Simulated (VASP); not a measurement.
VASP input:

### KPOINTS
```
Automatic mesh
0
Gamma
5 5 7
0 0 0
```

**INCAR**
```
AGGAC=0.0
ALGO=Normal
EDIFF=1E-7
EDIFFG=-0.01
ENCUT=520
GGA=MK
IBRION=2
ISIF=4
ISMEAR=0
ISPIN=2
LASPH=.TRUE.
LCHARG=.FALSE.
LMAXMIX=4
LORBIT=10
LREAL=.FALSE.
LUSE_VDW=.TRUE.
LWAVE=.FALSE.
MAGMOM=4.5 -4.5 -0.0 2*0.0 -0.0
NELM=100
NSW=30
PARAM1=0.1234
PARAM2=1.0
PREC=Accurate
SIGMA=0.05
SYSTEM=MnF2
```

**POSCAR**
```
MnF2
1
    4.9123404133     0.0000000000     0.0000000000
    0.0000000000     4.9123404133     0.0000000000
    0.0000000000     0.0000000000     3.3379245999
Mn F
2 4
Direct
  0.0000000000   0.0000000000   0.0000000000
  0.5000000000   0.5000000000   0.5000000000
  0.3031558199   0.3031558199   0.0000000000
  0.8031558199   0.1968441801   0.5000000000
  0.1968441801   0.8031558199   0.5000000000
  0.6968441801   0.6968441801   0.0000000000
```

POTCAR, in this order: Mn_pv F (PBE.64 set). Program: vasp_std.

**Question.** Translate this optB86b-vdW calculation to Quantum ESPRESSO's pw.x.

**Answer.** One equivalent input (not run):
```
&CONTROL
  calculation = 'vc-relax'
  pseudo_dir = './pseudo'
  outdir = './out'
  tprnfor = .true.
  tstress = .true.
  nstep = 30
  forc_conv_thr = 0.00039
/
&SYSTEM
  ibrav = 0
  nat = 6
  ntyp = 3
  ecutwfc = 96
  occupations = 'smearing'
  smearing = 'gaussian'
  degauss = 0.003675
  input_dft = 'vdw-df-ob86'
  nspin = 2
  starting_magnetization(1) = 0.45
  starting_magnetization(2) = -0.45
/
&ELECTRONS
  conv_thr = 7.3e-09
  electron_maxstep = 100
/
&IONS
/
&CELL
  cell_dofree = 'shape'
/
ATOMIC_SPECIES
  Mn1 54.938 Mn.upf
  Mn2 54.938 Mn.upf
  F 18.998 F.upf
CELL_PARAMETERS angstrom
     4.9123404    0.0000000    0.0000000
     0.0000000    4.9123404    0.0000000
     0.0000000    0.0000000    3.3379246
ATOMIC_POSITIONS crystal
  Mn1  0.0000000  0.0000000  0.0000000
  Mn2  0.5000000  0.5000000  0.5000000
  F    0.3031558  0.3031558  0.0000000
  F    0.8031558  0.1968442  0.5000000
  F    0.1968442  0.8031558  0.5000000
  F    0.6968442  0.6968442  0.0000000
K_POINTS automatic
  5 5 7 0 0 0
```
Limits of the translation: the potentials are each code's own (VASP's PAW set, PseudoDojo norm-conserving files in pw.x), so ENCUT and ecutwfc are chosen apart and not converted; conv_thr bounds pw.x's estimated SCF error, while EDIFF bounds the energy change between steps; starting_magnetization is a fraction of the valence charge and MAGMOM a moment in μB, so they match only roughly; forc_conv_thr acts on force components and is met together with etot_conv_thr.

The compound is MnF2 in the rutile structure. This cell is one point of a volume scan, at 1.03 of the reference volume. Symmetry was kept, so distortions that lower it aren't found.
